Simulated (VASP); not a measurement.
GaSb:

```xyz
2
Lattice="0.0000 3.0590 3.0590 3.0590 0.0000 3.0590 3.0590 3.0590 0.0000" Properties=species:S:1:pos:R:3 pbc="T T T"
Ga    0.0000    0.0000    0.0000
Sb    1.5295    1.5295    1.5295
```

| Item | Value |
| --- | --- |
| Program | VASP 6.6.1 |
| Task | relaxation of cell and atoms |
| Functional | PBE |
| Potentials or basis | VASP PAW PBE potentials, release 64 (Ga_d, Sb) |
| Cutoff | 600 eV |
| k mesh | 10 × 10 × 10 |
| Occupations | gaussian, width 0.03 eV |
| Spin | no spin polarisation |

At the start: pressure 2.4 GPa; volume 28.62 Å³/atom.

Problem. How do energy, volume and symmetry change on relaxing?

Solution. Over 3 steps the energy falls by 10.0 meV/atom and the volume is 30.03 Å³/atom (+4.9 %); space group F-43m (No. 216, to 0.05 Å).

Step by step:
```tsv
step	energy change (eV)	largest force (eV/Å)	pressure (GPa)	volume (Å³)
1	0.0000	0.0000	2.38	57.25
2	-0.0186	0.0000	-0.54	60.85
3	-0.0201	0.0000	-0.02	60.07
```

Final structure:
```yaml
crystal:
  lattice:
    - [0.00000, 3.10843, 3.10843]
    - [3.10843, 0.00000, 3.10843]
    - [3.10843, 3.10843, 0.00000]
  atoms:
    - { symbol: Ga, position: [0.00000, 0.00000, 0.00000] }
    - { symbol: Sb, position: [0.25000, 0.25000, 0.25000] }
```
